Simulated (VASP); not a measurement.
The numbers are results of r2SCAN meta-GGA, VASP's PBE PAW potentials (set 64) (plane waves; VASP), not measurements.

The input files of a VASP run:

File POSCAR:
```
LiH
1
    0.0000000000     1.9970481038     1.9970481038
    1.9970481038     0.0000000000     1.9970481038
    1.9970481038     1.9970481038     0.0000000000
Li H
1 1
Direct
  0.0000000000   0.0000000000   0.0000000000
  0.5000000000   0.5000000000   0.5000000000
```

INCAR:
```
ENCUT  =  520
ISIF  =  2
METAGGA  =  R2SCAN
LMIXTAU  =  .TRUE.
LASPH  =  .TRUE.   ! aspherical one-centre terms
LREAL  =  .FALSE.   ! projection in real space or not
LORBIT  =  11   ! lm-projected
NELM  =  100   ! most electronic steps
LWAVE  =  .FALSE.
EDIFF  =  1E-7
LCHARG  =  .FALSE.
ISMEAR  =  -5   ! tetrahedra, Bloechl
PREC  =  Accurate
SYSTEM  =  LiH
NEDOS  =  601
ALGO  =  Normal
```

### KPOINTS
```
Automatic mesh
0
Gamma
13 13 13
0 0 0
```

File KPOINTS_OPT:
```
k-points along high-symmetry lines
10
Line-mode
Reciprocal
  0.000000   0.000000   0.000000 ! GAMMA
  0.500000   0.000000   0.500000 ! X

  0.500000   0.000000   0.500000 ! X
  0.625000   0.250000   0.625000 ! U

  0.375000   0.375000   0.750000 ! K
  0.000000   0.000000   0.000000 ! GAMMA

  0.000000   0.000000   0.000000 ! GAMMA
  0.500000   0.500000   0.500000 ! L

  0.500000   0.500000   0.500000 ! L
  0.500000   0.250000   0.750000 ! W

  0.500000   0.250000   0.750000 ! W
  0.500000   0.000000   0.500000 ! X
```

POTCAR, in this order: Li_sv H (PBE.64 set). Program: vasp_std.

Output

**OUTCAR**
```
 ion  position               nearest neighbor table
   1  0.000  0.000  0.000-
   2  0.500  0.500  0.500-
  LATTYP: Found a face centered cubic cell.
 ALAT       =     3.9940962076
 Subroutine PRICEL returns:
 Original cell was already a primitive cell.
 Subroutine GETGRP returns: Found 48 space group operations
The static configuration has the point symmetry O_h .
The dynamic configuration has the point symmetry O_h .
 Subroutine INISYM returns: Found 48 space group operations
 Subroutine IBZKPT returns following result:
 Found     84 irreducible k-points:

 Following reciprocal coordinates:
            Coordinates               Weight
  0.000000  0.000000  0.000000      1.000000
  0.076923  0.000000  0.000000      8.000000
  0.153846  0.000000  0.000000      8.000000
  0.230769  0.000000  0.000000      8.000000
  0.307692  0.000000  0.000000      8.000000
  0.384615  0.000000  0.000000      8.000000
  0.461538  0.000000  0.000000      8.000000
  0.076923  0.076923  0.000000      6.000000
  0.153846  0.076923  0.000000     24.000000
  0.230769  0.076923  0.000000     24.000000
  0.307692  0.076923  0.000000     24.000000
  0.384615  0.076923  0.000000     24.000000
  0.461538  0.076923  0.000000     24.000000
 -0.461538  0.076923  0.000000     24.000000
 -0.384615  0.076923  0.000000     24.000000
 -0.307692  0.076923  0.000000     24.000000
 -0.230769  0.076923  0.000000     24.000000
 -0.153846  0.076923  0.000000     24.000000
 -0.076923  0.076923  0.000000     12.000000
  0.153846  0.153846  0.000000      6.000000
  0.230769  0.153846  0.000000     24.000000
  0.307692  0.153846  0.000000     24.000000
  0.384615  0.153846  0.000000     24.000000
  0.461538  0.153846  0.000000     24.000000
...
```

File OSZICAR:
```
       N       E                     dE             d eps       ncg     rms          rms(c)
DAV:   1    -0.262637273075E+01   -0.26264E+01   -0.14828E+03  1044   0.624E+02
DAV:   2    -0.730564390752E+01   -0.46793E+01   -0.46793E+01  1452   0.708E+01
DAV:   3    -0.741039850683E+01   -0.10475E+00   -0.10475E+00  1218   0.942E+00
DAV:   4    -0.741200379288E+01   -0.16053E-02   -0.16053E-02  1386   0.997E-01
DAV:   5    -0.741202618697E+01   -0.22394E-04   -0.22394E-04  1230   0.826E-02    0.274E+00
DAV:   6    -0.687111235441E+01    0.54091E+00   -0.18566E-01  1560   0.371E+00    0.183E+00
DAV:   7    -0.714686754854E+01   -0.27576E+00   -0.89760E-01  1344   0.491E+00    0.104E+00
DAV:   8    -0.666283545415E+01    0.48403E+00   -0.22604E-01  1038   0.451E+00    0.247E-01
DAV:   9    -0.679410125972E+01   -0.13127E+00   -0.82274E-02  1044   0.361E+00    0.990E-02
DAV:  10    -0.681724127764E+01   -0.23140E-01   -0.27976E-02  1008   0.146E+00    0.113E-01
DAV:  11    -0.681761011267E+01   -0.36884E-03   -0.10156E-03  1362   0.323E-01    0.423E-02
DAV:  12    -0.681738731031E+01    0.22280E-03   -0.12559E-04  1026   0.170E-01    0.247E-02
DAV:  13    -0.681758179606E+01   -0.19449E-03   -0.18352E-04  1020   0.150E-01    0.219E-03
DAV:  14    -0.681759816729E+01   -0.16371E-04   -0.13658E-05  1104   0.471E-02    0.202E-03
DAV:  15    -0.681759831949E+01   -0.15220E-06   -0.13486E-06  1164   0.112E-02    0.701E-04
DAV:  16    -0.681759768036E+01    0.63912E-06   -0.33629E-07  1134   0.684E-03    0.558E-04
DAV:  17    -0.681759947539E+01   -0.17950E-05   -0.34462E-07  1038   0.627E-03    0.325E-04
DAV:  18    -0.681759907879E+01    0.39659E-06   -0.14685E-08   822   0.114E-03    0.753E-05
DAV:  19    -0.681759922577E+01   -0.14697E-06   -0.82995E-10   516   0.352E-04    0.496E-05
DAV:  20    -0.681759920835E+01    0.17418E-07   -0.10526E-09   522   0.492E-04
   1 F= -.68175992E+01 E0= -.68175992E+01  d E =0.000000E+00
       N       E                     dE             ncg
```

OUTCAR:
```
------------------------ aborting loop because EDIFF is reached ----------------------------------------
  FORCE on cell =-STRESS in cart. coord.  units (eV):
  Direction    XX          YY          ZZ          XY          YZ          ZX
  --------------------------------------------------------------------------------------
  Total       -0.0186279     -0.0186279     -0.0186279      0.0000000     -0.0000000     -0.0000000
  in kB       -1.8736077     -1.8736077     -1.8736077      0.0000000     -0.0000000     -0.0000000
  external PRESSURE =      -1.8736077 kB  Pullay stress =       0.0000000 kB
  volume of cell :       15.93
      direct lattice vectors                 reciprocal lattice vectors
     0.000000000  1.997048104  1.997048104    -0.250369532  0.250369532  0.250369532
     1.997048104  0.000000000  1.997048104     0.250369532 -0.250369532  0.250369532
     1.997048104  1.997048104  0.000000000     0.250369532  0.250369532 -0.250369532
  FREE ENERGIE OF THE ION-ELECTRON SYSTEM (eV)
  ---------------------------------------------------
  free  energy   TOTEN  =        -6.8175992083 eV

  energy  without entropy=       -6.8175992083  energy(sigma->0) =       -6.81759921

 total charge

# of ion       s       p       d       tot
------------------------------------------
    1        2.017   0.020   0.000   2.038
    2        0.558   0.002   0.000   0.560
--------------------------------------------------
tot          2.575   0.022   0.000   2.597
```
(Selected blocks of OUTCAR.)

The compound is LiH in the rock salt structure. It was relaxed first, which changed the volume by -6 %.
